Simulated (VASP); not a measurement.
A convergence study with VASP on Pd (fcc): a few settings are varied, all else stays as given below, so the limit is that of these other settings.

```yaml
crystal:
  lattice:
    - [0.00000, 1.94500, 1.94500]
    - [1.94500, 0.00000, 1.94500]
    - [1.94500, 1.94500, 0.00000]
  atoms:
    - { symbol: Pd, position: [0.00000, 0.00000, 0.00000] }
```

Calculation: LDA (Ceperley-Alder, Perdew-Zunger), VASP's LDA PAW potentials (set 64) (plane waves; VASP). The last row used: 550 eV cut-off, 24×24×24 Γ-centred mesh, second-order Methfessel-Paxton smearing of 0.40 eV, potentials Pd.

```json
[
 {"setting": "ISMEAR = -1, SIGMA = 0.01, 9×9×9 mesh", "E (eV/atom)": "-6.4886", "pressure (GPa)": "-8.35", "irreducible k-points": "35"},
 {"setting": "ISMEAR = -1, SIGMA = 0.1, 9×9×9 mesh", "E (eV/atom)": "-6.4905", "pressure (GPa)": "-7.72", "irreducible k-points": "35"},
 {"setting": "ISMEAR = 0, SIGMA = 0.01, 9×9×9 mesh", "E (eV/atom)": "-6.4885", "pressure (GPa)": "-8.36", "irreducible k-points": "35"},
 {"setting": "ISMEAR = 0, SIGMA = 0.1, 9×9×9 mesh", "E (eV/atom)": "-6.4880", "pressure (GPa)": "-8.24", "irreducible k-points": "35"},
 {"setting": "ISMEAR = 1, SIGMA = 0.01, 9×9×9 mesh", "E (eV/atom)": "-6.4885", "pressure (GPa)": "-8.36", "irreducible k-points": "35"},
 {"setting": "ISMEAR = 1, SIGMA = 0.2, 9×9×9 mesh", "E (eV/atom)": "-6.4865", "pressure (GPa)": "-8.28", "irreducible k-points": "35"},
 {"setting": "ISMEAR = 2, SIGMA = 0.05, 9×9×9 mesh", "E (eV/atom)": "-6.4886", "pressure (GPa)": "-8.36", "irreducible k-points": "35"},
 {"setting": "ISMEAR = 2, SIGMA = 0.2, 9×9×9 mesh", "E (eV/atom)": "-6.4873", "pressure (GPa)": "-8.37", "irreducible k-points": "35"},
 {"setting": "ISMEAR = -1, SIGMA = 0.01, 18×18×18 mesh", "E (eV/atom)": "-6.4832", "pressure (GPa)": "-8.00", "irreducible k-points": "195"},
 {"setting": "ISMEAR = -1, SIGMA = 0.2, 18×18×18 mesh", "E (eV/atom)": "-6.5025", "pressure (GPa)": "-6.74", "irreducible k-points": "195"},
 {"setting": "ISMEAR = 0, SIGMA = 0.01, 18×18×18 mesh", "E (eV/atom)": "-6.4832", "pressure (GPa)": "-8.02", "irreducible k-points": "195"},
 {"setting": "ISMEAR = 0, SIGMA = 0.2, 18×18×18 mesh", "E (eV/atom)": "-6.4855", "pressure (GPa)": "-7.67", "irreducible k-points": "195"},
 {"setting": "ISMEAR = 1, SIGMA = 0.01, 18×18×18 mesh", "E (eV/atom)": "-6.4832", "pressure (GPa)": "-8.03", "irreducible k-points": "195"},
 {"setting": "ISMEAR = 1, SIGMA = 0.4, 18×18×18 mesh", "E (eV/atom)": "-6.4854", "pressure (GPa)": "-7.77", "irreducible k-points": "195"},
 {"setting": "ISMEAR = 2, SIGMA = 0.05, 18×18×18 mesh", "E (eV/atom)": "-6.4832", "pressure (GPa)": "-8.01", "irreducible k-points": "195"},
 {"setting": "ISMEAR = 2, SIGMA = 0.4, 18×18×18 mesh", "E (eV/atom)": "-6.4846", "pressure (GPa)": "-7.87", "irreducible k-points": "195"},
 {"setting": "ISMEAR = -1, SIGMA = 0.05, 24×24×24 mesh", "E (eV/atom)": "-6.4815", "pressure (GPa)": "-7.78", "irreducible k-points": "413"},
 {"setting": "ISMEAR = -1, SIGMA = 0.2, 24×24×24 mesh", "E (eV/atom)": "-6.5014", "pressure (GPa)": "-6.73", "irreducible k-points": "413"},
 {"setting": "ISMEAR = 0, SIGMA = 0.05, 24×24×24 mesh", "E (eV/atom)": "-6.4809", "pressure (GPa)": "-7.91", "irreducible k-points": "413"},
 {"setting": "ISMEAR = 0, SIGMA = 0.2, 24×24×24 mesh", "E (eV/atom)": "-6.4826", "pressure (GPa)": "-7.61", "irreducible k-points": "413"},
 {"setting": "ISMEAR = 1, SIGMA = 0.05, 24×24×24 mesh", "E (eV/atom)": "-6.4807", "pressure (GPa)": "-7.94", "irreducible k-points": "413"},
 {"setting": "ISMEAR = 1, SIGMA = 0.4, 24×24×24 mesh", "E (eV/atom)": "-6.4826", "pressure (GPa)": "-7.71", "irreducible k-points": "413"},
 {"setting": "ISMEAR = 2, SIGMA = 0.1, 24×24×24 mesh", "E (eV/atom)": "-6.4809", "pressure (GPa)": "-7.94", "irreducible k-points": "413"},
 {"setting": "ISMEAR = 2, SIGMA = 0.4, 24×24×24 mesh", "E (eV/atom)": "-6.4813", "pressure (GPa)": "-7.79", "irreducible k-points": "413"}
]
```

Left out are rungs that failed or repeat a setting and relaxations that didn't move; long series are thinned to 24 rows.

The compound is Pd in the fcc structure. The cell was not relaxed at this level.
